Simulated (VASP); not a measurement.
Consider the following.

```yaml
crystal:
  lattice:
    - [2.86936, 0.00000, 0.00000]
    - [-1.43468, 2.48494, 0.00000]
    - [0.00000, 0.00000, 4.75936]
  atoms:
    - { symbol: Ag, position: [0.33333, 0.66667, 0.25000] }
    - { symbol: Ag, position: [0.66667, 0.33333, 0.75000] }
```

The numbers are results of SCAN meta-GGA with spin-orbit coupling, VASP's PBE PAW potentials (set 64) (plane waves; VASP), not measurements. Run with 400 eV cut-off, 13×13×7 Γ-centred mesh, Gaussian smearing of 0.050 eV, potentials Ag.

Give the energies of bands 13 to 26 at the high-symmetry points, in eV from the Fermi level.

| band | Γ | M | K | A | L | H |
|---|---|---|---|---|---|---|
| 13 | -4.55 | -4.03 | -4.26 | -4.76 | -3.39 | -4.50 |
| 14 | -4.55 | -4.03 | -4.26 | -4.76 | -3.39 | -4.50 |
| 15 | -4.36 | -3.23 | -3.59 | -4.76 | -3.39 | -4.15 |
| 16 | -4.36 | -3.23 | -3.59 | -4.76 | -3.39 | -4.15 |
| 17 | -4.16 | -3.14 | -3.38 | -3.69 | -3.02 | -3.30 |
| 18 | -4.16 | -3.14 | -3.38 | -3.69 | -3.02 | -3.30 |
| 19 | -3.46 | -2.93 | -3.37 | -3.69 | -3.02 | -3.22 |
| 20 | -3.46 | -2.93 | -3.37 | -3.69 | -3.02 | -3.22 |
| 21 | -3.19 | 0.17 | 3.37 | -3.55 | 0.83 | 4.26 |
| 22 | -3.19 | 0.17 | 3.37 | -3.55 | 0.83 | 4.26 |
| 23 | -0.50 | 1.68 | 3.39 | -3.55 | 0.83 | 4.39 |
| 24 | -0.50 | 1.68 | 3.39 | -3.55 | 0.83 | 4.39 |
| 25 | 3.52 | 7.01 | 3.44 | 11.26 | 4.82 | 5.79 |
| 26 | 3.52 | 7.01 | 3.44 | 11.26 | 4.82 | 5.79 |

It has no gap at this level: it comes out as a metal or semimetal.

The structure comes from a measured Ag entry (P6_3/mmc) of the Crystallography Open Database, whose conditions weren't checked. It was relaxed first.
